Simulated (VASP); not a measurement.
Be$_{3}$ZnO$_{4}$ (ordered alloy cell): computed properties

The numbers are results of PBEsol GGA, VASP's PBE PAW potentials (set 64) (plane waves; VASP), not measurements.

```json
{
  "space_group": "Pm (6)",
  "cell": "a = 4.6202 Å, b = 2.7939 Å, c = 4.9818 Å, α = γ = 90.00°, β = 90.18°",
  "volume_per_atom": "8.04 Å³/atom",
  "band gap (over mesh and band path)": "3.63 eV",
  "smallest direct gap (over mesh and band path)": "3.63 eV",
  "band_edge_character": "direct, Γ to Γ",
  "density": "4.04 g/cm³"
}
```

```
Be3ZnO4
1.0
    2.91736    -4.91051    -0.00795
    1.39697     2.41963     0.00000
   -0.00626     0.00361     4.62016
Zn Be O
1 3 4
Cartesian
  1.46730  -0.84714   2.34696
  1.37629   0.81849   0.04070
  2.89976  -3.28727   2.26672
  2.91900  -1.68528  -0.00418
  1.44615  -0.83494   4.27233
  1.23232   0.90161   1.62840
  2.88613  -3.27940   3.98320
  3.00840  -1.73690   1.66004
```

The structure was generated: Be3ZnO4 was put into an ordered model structure (Pm), which need not be its known phase. It was relaxed first. Symmetry was kept, so distortions that lower it aren't found.
